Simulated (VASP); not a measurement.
Consider the following.

```xyz
4
Lattice="3.5036 0.0000 0.0000 0.0000 3.5036 0.0000 0.0000 0.0000 3.5036" Properties=species:S:1:pos:R:3 pbc="T T T"
Si     0.0000     0.0000     0.0000
Ni     0.0000     1.7518     1.7518
Ni     1.7518     0.0000     1.7518
Ni     1.7518     1.7518     0.0000
```

Method: PBE GGA, VASP's PBE PAW potentials (set 64) (plane waves; VASP). Numerical set-up: 480 eV cut-off, 8×8×8 Γ-centred mesh, first-order Methfessel-Paxton smearing of 0.10 eV, potentials Si Ni.

Energy and stress use the plane-wave basis of the starting cell.

Question: The ions, cell shape and volume at an external pressure of 20.0 GPa are relaxed. What does this cell relax into?

Answer: 
```xyz
4
Lattice="3.4162 0.0000 0.0000 0.0000 3.4162 0.0000 0.0000 0.0000 3.4162" Properties=species:S:1:pos:R:3 pbc="T T T"
Si     0.0000     0.0000     0.0000
Ni     0.0000     1.7081     1.7081
Ni     1.7081     0.0000     1.7081
Ni     1.7081     1.7081     0.0000
```
Space group Pm-3m (221), at a tolerance of 0.03 Å.

Question: How do energy and volume change from the first to the last step?

Answer: The energy (σ→0) changes by +46.4 meV/atom and the volume by -7.3 %, in 4 ionic steps.

The compound is Ni3Si in the L1_2 structure. This run relaxes it under an external pressure of 20 GPa. Symmetry was kept, so distortions that lower it aren't found. The run is not spin-polarised, so no magnetic state was tried.
